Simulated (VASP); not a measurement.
# SiO2 (Stishovite): NMR shieldings, part 2 of 5

Aim: NMR shielding tensors and field gradients of SiO2 (Stishovite). The cell is of the rutile type, one of the forms listed for this formula, which need not be the common one. The start is a cell from a database of measured crystal structures.

VASP 6.6.1, plane waves and PAW; the level of theory is named at each step.

So far. Step 2 (Ground state): The cell has a gap of 5.61 eV on this mesh and a pressure of +11.3 GPa, which holds the misfit of the given cell and coordinates with this functional, and any error of cutoff, mesh and data sets. Forces of up to 0.093 eV/Å remain in these settings.

## 3. Shielding tensors

This step: chemical shifts by linear response (GIPAW), PBE; plane waves and PAW (Si, O) (VASP 6.6.1).

LCHIMAG computes the induced currents by linear response. It needs tightly converged orbitals and a cutoff well above the default; LEFG adds the field gradients at no cost.

File INCAR:

```
SYSTEM = SiO2
PREC = Accurate
ENCUT = 560
EDIFF = 1E-09
NELM = 100
ISMEAR = 0
SIGMA = 0.01
LREAL = .FALSE.
ALGO = Normal
GGA = PE
NBANDS = 22
LWAVE = .FALSE.
LCHARG = .FALSE.
KPAR = 2
LCHIMAG = .TRUE.
LEFG = .TRUE.
DQ = 0.001
ICHIBARE = 1
LNMR_SYM_RED = .TRUE.
```

File POSCAR:

```
SiO2
1.0
    4.1773000000      0.0000000000      0.0000000000
    0.0000000000      4.1773000000      0.0000000000
    0.0000000000      0.0000000000      2.6652000000
Si O
2 4
Direct
    0.5000000000      0.5000000000      0.5000000000
    0.0000000000      0.0000000000      0.0000000000
    0.8059000000      0.1941000000      0.5000000000
    0.6941000000      0.6941000000      0.0000000000
    0.1941000000      0.8059000000      0.5000000000
    0.3059000000      0.3059000000      0.0000000000
```

File KPOINTS:

```
Automatic mesh
0
Gamma
5 5 7
0 0 0
```

The projector-augmented-wave data sets are Si and O (PBE family, release 64).

Started as:

```
$ mpirun -np 2 vasp_std
```

The log of the run:

```text
[... set-up lines as in an earlier step ...]
 entering main loop
       N       E                     dE             d eps       ncg     rms          rms(c)
DAV:   1     0.162959385382E+03    0.16296E+03   -0.18914E+04  1056   0.149E+03
DAV:   2    -0.436119676169E+02   -0.20657E+03   -0.19732E+03  1446   0.317E+02
DAV:   3    -0.508553828857E+02   -0.72434E+01   -0.72208E+01  1344   0.593E+01
DAV:   4    -0.509031016036E+02   -0.47719E-01   -0.47702E-01  1278   0.567E+00
DAV:   5    -0.509035313452E+02   -0.42974E-03   -0.42971E-03  1332   0.518E-01    0.176E+01
DAV:   6    -0.462143921450E+02    0.46891E+01   -0.16432E+01  1242   0.278E+01    0.802E+00
DAV:   7    -0.462338582948E+02   -0.19466E-01   -0.56743E-01  1230   0.503E+00    0.296E+00
DAV:   8    -0.462475087492E+02   -0.13650E-01   -0.19891E-02  1230   0.136E+00    0.109E+00
DAV:   9    -0.462538296496E+02   -0.63209E-02   -0.83284E-03  1266   0.894E-01    0.269E-01
DAV:  10    -0.462540514964E+02   -0.22185E-03   -0.56939E-04  1314   0.188E-01    0.428E-02
DAV:  11    -0.462540215561E+02    0.29940E-04   -0.12562E-04  1284   0.822E-02    0.627E-03
DAV:  12    -0.462540226392E+02   -0.10832E-05   -0.70813E-06  1314   0.196E-02    0.437E-03
DAV:  13    -0.462540225576E+02    0.81677E-07   -0.10720E-06  1272   0.778E-03    0.334E-03
DAV:  14    -0.462540225750E+02   -0.17410E-07   -0.29765E-08  1314   0.132E-03    0.822E-04
DAV:  15    -0.462540225772E+02   -0.22119E-08   -0.68420E-09  1326   0.633E-04    0.142E-04
DAV:  16    -0.462540225800E+02   -0.28426E-08   -0.58120E-10   858   0.197E-04    0.611E-05
DAV:  17    -0.462540225816E+02   -0.15607E-08   -0.45918E-11   828   0.536E-05    0.915E-06
DAV:  18    -0.462540225812E+02    0.41518E-09   -0.33463E-12   786   0.172E-05
ion   1
     0.0000000     0.7798433     0.0000000     2.2791600     0.0000000     0.0000000
     0.0000353     0.7798433     0.0000000     2.2791600     0.0000000     0.0000000
     0.0000487     0.7798433     0.0000000     2.2791600     0.0000000     0.0000000
     0.0000670     0.7798433     0.0000000     2.2791600     0.0000000     0.0000000
     0.0000923     0.7798433     0.0000000     2.2791600     0.0000000     0.0000000

     0.0000000    10.9708567     0.0000000    15.0047517     0.0000000     0.0000000
     0.0000353    10.9708377     0.0000000    15.0047284     0.0000000     0.0000000
     0.0000487    10.9708260     0.0000000    15.0047141     0.0000000     0.0000000
     0.0000670    10.9708065     0.0000000    15.0046901     0.0000000     0.0000000
     0.0000923    10.9707742     0.0000000    15.0046504     0.0000000     0.0000000

ion   2
     0.0000000    -0.7798433     0.0000000     2.2791600     0.0000000     0.0000000
     0.0000353    -0.7798433     0.0000000     2.2791600     0.0000000     0.0000000
     0.0000487    -0.7798433     0.0000000     2.2791600     0.0000000     0.0000000
     0.0000670    -0.7798433     0.0000000     2.2791600     0.0000000     0.0000000
     0.0000923    -0.7798433     0.0000000     2.2791600     0.0000000     0.0000000

     0.0000000   -10.9708567     0.0000000    15.0047517     0.0000000     0.0000000
     0.0000353   -10.9708377     0.0000000    15.0047284     0.0000000     0.0000000
     0.0000487   -10.9708260     0.0000000    15.0047141     0.0000000     0.0000000
     0.0000670   -10.9708065     0.0000000    15.0046901     0.0000000     0.0000000
     0.0000923   -10.9707742     0.0000000    15.0046504     0.0000000     0.0000000

ion   3
     0.0000000    22.9135441     0.0000000   -11.6523459     0.0000000     0.0000000
     0.0000293    22.9135439     0.0000000   -11.6523458     0.0000000     0.0000000
     0.0000403    22.9135437     0.0000000   -11.6523457     0.0000000     0.0000000
     0.0000555    22.9135434     0.0000000   -11.6523456     0.0000000     0.0000000
     0.0000765    22.9135428     0.0000000   -11.6523453     0.0000000     0.0000000

     0.0000000    74.7796050    -0.0000000   -36.3209141     0.0000000     0.0000000
     0.0000293    74.7795853    -0.0000000   -36.3209048     0.0000000     0.0000000
     0.0000403    74.7795722    -0.0000000   -36.3208985     0.0000000     0.0000000
     0.0000555    74.7795497    -0.0000000   -36.3208878     0.0000000     0.0000000
     0.0000765    74.7795120    -0.0000000   -36.3208699     0.0000000     0.0000000

ion   4
     0.0000000   -22.9135441    -0.0000000   -11.6523459    -0.0000000     0.0000000
     0.0000293   -22.9135439    -0.0000000   -11.6523458    -0.0000000     0.0000000
     0.0000403   -22.9135437    -0.0000000   -11.6523457    -0.0000000     0.0000000
     0.0000555   -22.9135434    -0.0000000   -11.6523456    -0.0000000     0.0000000
     0.0000765   -22.9135428    -0.0000000   -11.6523453    -0.0000000     0.0000000

     0.0000000   -74.7796050    -0.0000000   -36.3209141    -0.0000000     0.0000000
     0.0000293   -74.7795853    -0.0000000   -36.3209048    -0.0000000     0.0000000
     0.0000403   -74.7795722    -0.0000000   -36.3208985    -0.0000000     0.0000000
     0.0000555   -74.7795497    -0.0000000   -36.3208878    -0.0000000     0.0000000
     0.0000765   -74.7795120    -0.0000000   -36.3208699    -0.0000000     0.0000000

ion   5
     0.0000000    22.9135441     0.0000000   -11.6523459     0.0000000     0.0000000
     0.0000293    22.9135439     0.0000000   -11.6523458     0.0000000     0.0000000
     0.0000403    22.9135437     0.0000000   -11.6523457     0.0000000     0.0000000
     0.0000555    22.9135434     0.0000000   -11.6523456     0.0000000     0.0000000
     0.0000765    22.9135428     0.0000000   -11.6523453     0.0000000     0.0000000

     0.0000000    74.7796050     0.0000000   -36.3209141     0.0000000     0.0000000
     0.0000293    74.7795853     0.0000000   -36.3209048     0.0000000     0.0000000
     0.0000403    74.7795722     0.0000000   -36.3208985     0.0000000     0.0000000
     0.0000555    74.7795497     0.0000000   -36.3208878     0.0000000     0.0000000
     0.0000765    74.7795120     0.0000000   -36.3208699     0.0000000     0.0000000

ion   6
     0.0000000   -22.9135441    -0.0000000   -11.6523459     0.0000000     0.0000000
     0.0000293   -22.9135439    -0.0000000   -11.6523458     0.0000000     0.0000000
     0.0000403   -22.9135437    -0.0000000   -11.6523457     0.0000000     0.0000000
     0.0000555   -22.9135434    -0.0000000   -11.6523456     0.0000000     0.0000000
     0.0000765   -22.9135428    -0.0000000   -11.6523453     0.0000000     0.0000000

     0.0000000   -74.7796050    -0.0000000   -36.3209141     0.0000000     0.0000000
     0.0000293   -74.7795853    -0.0000000   -36.3209048     0.0000000     0.0000000
[...]
N       E                     dE             d eps       ncg     rms
RMM:   1    -0.104416069294E+03   -0.10442E+03   -0.14559E+02  1804   0.576E+01
RMM:   2    -0.107043799298E+03   -0.26277E+01   -0.51684E+00  1989   0.910E+00
RMM:   3    -0.107211616944E+03   -0.16782E+00   -0.17149E-01  1985   0.151E+00
RMM:   4    -0.107220542515E+03   -0.89256E-02   -0.16172E-02  2002   0.372E-01
RMM:   5    -0.107221366231E+03   -0.82372E-03   -0.12354E-03  2006   0.924E-02
RMM:   6    -0.107221438556E+03   -0.72325E-04   -0.14983E-04  1994   0.266E-02
RMM:   7    -0.107221445301E+03   -0.67452E-05   -0.99753E-06  1764   0.696E-03
RMM:   8    -0.107221445912E+03   -0.61144E-06   -0.12549E-06  1461   0.215E-03
RMM:   9    -0.107221445982E+03   -0.69106E-07   -0.10776E-07  1283   0.625E-04
RMM:  10    -0.107221445988E+03   -0.65411E-08   -0.12774E-08  1134   0.224E-04
RMM:  11    -0.107221445989E+03   -0.86102E-09   -0.13341E-09   969   0.957E-05
BDIR= 3  IDIR= 1  IQ=  0
DAV:   1    -0.171245079965E+02   -0.17125E+02   -0.58865E-13   708   0.601E-06
DAV:   2    -0.171245079964E+02    0.86882E-10    0.42703E-12   714   0.229E-06
       N       E                     dE             d eps       ncg     rms
RMM:   1    -0.104413031683E+03   -0.10441E+03   -0.14559E+02  1804   0.576E+01
RMM:   2    -0.107039824947E+03   -0.26268E+01   -0.51584E+00  1989   0.910E+00
RMM:   3    -0.107207514898E+03   -0.16769E+00   -0.17243E-01  1984   0.151E+00
RMM:   4    -0.107216292802E+03   -0.87779E-02   -0.15916E-02  1990   0.369E-01
RMM:   5    -0.107217098928E+03   -0.80613E-03   -0.12034E-03  1991   0.913E-02
RMM:   6    -0.107217168916E+03   -0.69988E-04   -0.14549E-04  1983   0.263E-02
RMM:   7    -0.107217175414E+03   -0.64972E-05   -0.95376E-06  1749   0.683E-03
RMM:   8    -0.107217175996E+03   -0.58227E-06   -0.11990E-06  1444   0.211E-03
RMM:   9    -0.107217176061E+03   -0.65411E-07   -0.10183E-07  1264   0.610E-04
RMM:  10    -0.107217176067E+03   -0.60890E-08   -0.11781E-08  1111   0.218E-04
RMM:  11    -0.107217176068E+03   -0.81110E-09   -0.12484E-09   949   0.943E-05
BDIR= 3  IDIR= 1  IQ=  1
DAV:   1    -0.171159654366E+02   -0.17116E+02   -0.27058E-02  1218   0.104E+00
DAV:   2    -0.171160882836E+02   -0.12285E-03   -0.12285E-03  1260   0.242E-01
DAV:   3    -0.171160889001E+02   -0.61641E-06   -0.61640E-06  1262   0.176E-02
DAV:   4    -0.171160889084E+02   -0.83575E-08   -0.83611E-08  1290   0.210E-03
DAV:   5    -0.171160889086E+02   -0.19593E-09   -0.15712E-09  1016   0.248E-04
       N       E                     dE             d eps       ncg     rms
RMM:   1    -0.104409478901E+03   -0.10441E+03   -0.14559E+02  1804   0.576E+01
RMM:   2    -0.107035368592E+03   -0.26259E+01   -0.51482E+00  1989   0.910E+00
RMM:   3    -0.107202772017E+03   -0.16740E+00   -0.17204E-01  1986   0.151E+00
RMM:   4    -0.107211511814E+03   -0.87398E-02   -0.15818E-02  2002   0.369E-01
RMM:   5    -0.107212311882E+03   -0.80007E-03   -0.11936E-03  2006   0.912E-02
RMM:   6    -0.107212380182E+03   -0.68300E-04   -0.13401E-04  1993   0.262E-02
RMM:   7    -0.107212387424E+03   -0.72426E-05   -0.11072E-05  1761   0.719E-03
RMM:   8    -0.107212388126E+03   -0.70193E-06   -0.15748E-06  1461   0.225E-03
RMM:   9    -0.107212388195E+03   -0.68708E-07   -0.10038E-07  1283   0.617E-04
RMM:  10    -0.107212388201E+03   -0.59906E-08   -0.11629E-08  1131   0.219E-04
RMM:  11    -0.107212388202E+03   -0.79270E-09   -0.12206E-09   973   0.942E-05
BDIR= 3  IDIR= 2  IQ= -1
DAV:   1    -0.171317607044E+02   -0.17132E+02   -0.27695E-02  1218   0.105E+00
DAV:   2    -0.171318868128E+02   -0.12611E-03   -0.12611E-03  1290   0.242E-01
DAV:   3    -0.171318874456E+02   -0.63279E-06   -0.63274E-06  1274   0.178E-02
DAV:   4    -0.171318874543E+02   -0.87585E-08   -0.87312E-08  1266   0.211E-03
DAV:   5    -0.171318874545E+02   -0.21703E-09   -0.17484E-09  1044   0.252E-04
       N       E                     dE             d eps       ncg     rms
RMM:   1    -0.107724691771E+03   -0.10772E+03   -0.15620E+02  1800   0.582E+01
RMM:   2    -0.110221478142E+03   -0.24968E+01   -0.47862E+00  1992   0.908E+00
RMM:   3    -0.110368031563E+03   -0.14655E+00   -0.16196E-01  1990   0.150E+00
RMM:   4    -0.110375998276E+03   -0.79667E-02   -0.13597E-02  2013   0.366E-01
RMM:   5    -0.110376634450E+03   -0.63617E-03   -0.99585E-04  2012   0.901E-02
RMM:   6    -0.110376688974E+03   -0.54523E-04   -0.92477E-05  2004   0.256E-02
RMM:   7    -0.110376694537E+03   -0.55634E-05   -0.91139E-06  1775   0.715E-03
RMM:   8    -0.110376695091E+03   -0.55379E-06   -0.10043E-06  1468   0.221E-03
RMM:   9    -0.110376695157E+03   -0.65730E-07   -0.10833E-07  1291   0.678E-04
RMM:  10    -0.110376695164E+03   -0.68237E-08   -0.12979E-08  1128   0.240E-04
RMM:  11    -0.110376695164E+03   -0.86635E-09   -0.14168E-09   996   0.101E-04
BDIR= 3  IDIR= 2  IQ=  0
DAV:   1    -0.171245079965E+02   -0.17125E+02   -0.71114E-13   708   0.601E-06
DAV:   2    -0.171245079965E+02    0.13067E-10    0.34342E-12   714   0.229E-06
       N       E                     dE             d eps       ncg     rms
RMM:   1    -0.107722160624E+03   -0.10772E+03   -0.15620E+02  1800   0.582E+01
RMM:   2    -0.110220898229E+03   -0.24987E+01   -0.47937E+00  1992   0.908E+00
RMM:   3    -0.110368025298E+03   -0.14713E+00   -0.16364E-01  1989   0.150E+00
RMM:   4    -0.110375898464E+03   -0.78732E-02   -0.13459E-02  2001   0.364E-01
RMM:   5    -0.110376524138E+03   -0.62567E-03   -0.97481E-04  1997   0.893E-02
RMM:   6    -0.110376577178E+03   -0.53040E-04   -0.90277E-05  1992   0.253E-02
RMM:   7    -0.110376582582E+03   -0.54041E-05   -0.88124E-06  1759   0.705E-03
RMM:   8    -0.110376583114E+03   -0.53216E-06   -0.96667E-07  1449   0.217E-03
RMM:   9    -0.110376583178E+03   -0.63115E-07   -0.10372E-07  1270   0.666E-04
RMM:  10    -0.110376583184E+03   -0.66611E-08   -0.13987E-08  1112   0.235E-04
RMM:  11    -0.110376583185E+03   -0.69214E-09   -0.98460E-10   978   0.949E-05
BDIR= 3  IDIR= 2  IQ=  1
DAV:   1    -0.171168772919E+02   -0.17117E+02   -0.27702E-02  1218   0.105E+00
DAV:   2    -0.171170031023E+02   -0.12581E-03   -0.12581E-03  1278   0.242E-01
DAV:   3    -0.171170037272E+02   -0.62490E-06   -0.62485E-06  1274   0.177E-02
DAV:   4    -0.171170037359E+02   -0.86827E-08   -0.86125E-08  1260   0.210E-03
DAV:   5    -0.171170037360E+02   -0.97270E-10   -0.17242E-09  1050   0.252E-04
       N       E                     dE             d eps       ncg     rms
RMM:   1    -0.107718963613E+03   -0.10772E+03   -0.15620E+02  1799   0.582E+01
RMM:   2    -0.110219758568E+03   -0.25008E+01   -0.48010E+00  1992   0.909E+00
RMM:   3    -0.110367306171E+03   -0.14755E+00   -0.16398E-01  1991   0.151E+00
RMM:   4    -0.110375195268E+03   -0.78891E-02   -0.13477E-02  2013   0.364E-01
RMM:   5    -0.110375821893E+03   -0.62663E-03   -0.97587E-04  2012   0.894E-02
RMM:   6    -0.110375875045E+03   -0.53151E-04   -0.90456E-05  2004   0.254E-02
RMM:   7    -0.110375880458E+03   -0.54135E-05   -0.88255E-06  1773   0.706E-03
RMM:   8    -0.110375880991E+03   -0.53309E-06   -0.96914E-07  1468   0.217E-03
RMM:   9    -0.110375881054E+03   -0.63076E-07   -0.10362E-07  1290   0.666E-04
RMM:  10    -0.110375881061E+03   -0.66563E-08   -0.14023E-08  1128   0.235E-04
RMM:  11    -0.110375881062E+03   -0.68647E-09   -0.97637E-10   997   0.947E-05
       N       E                     dE             d eps       ncg     rms
RLQ:   1    -0.133316292076E+01   -0.13332E+01   -0.22962E+00  1562   0.556E+00
RLQ:   2    -0.137846389755E+01   -0.45301E-01   -0.86360E-02  1811   0.915E-01
RLQ:   3    -0.138066238019E+01   -0.21985E-02   -0.26438E-03  1826   0.144E-01
RLQ:   4    -0.138076356392E+01   -0.10118E-03   -0.15422E-04  1835   0.313E-02
RLQ:   5    -0.138077032607E+01   -0.67621E-05   -0.11231E-05  1688   0.775E-03
RLQ:   6    -0.138077079743E+01   -0.47137E-06   -0.83090E-07  1414   0.198E-03
RLQ:   7    -0.138077083751E+01   -0.40076E-07   -0.63241E-08  1150   0.559E-04
RLQ:   8    -0.138077084090E+01   -0.33949E-08   -0.63754E-09   986   0.178E-04
RLQ:   9    -0.138077084124E+01   -0.33914E-09   -0.60373E-10   825   0.792E-05
```

The job ended after 98 s (2 MPI ranks of Intel Xeon 6975P-C (Granite Rapids), shared host; peak memory 0.49 GiB).

(Continued in part 3 of 5.)

[Lines on the potential files, build, host, timing and source positions are cut from VASP's logs without a mark.]

[Logs are printed without paths, hosts, clocks, repeated set-up lines and the standing remarks that a program may print on its own settings, such as how far it seeks lower states.]

[Hosts, paths, dates, database ids (printed as entryN), source tags and the programs' standing remarks are cut or masked in the printed files.]
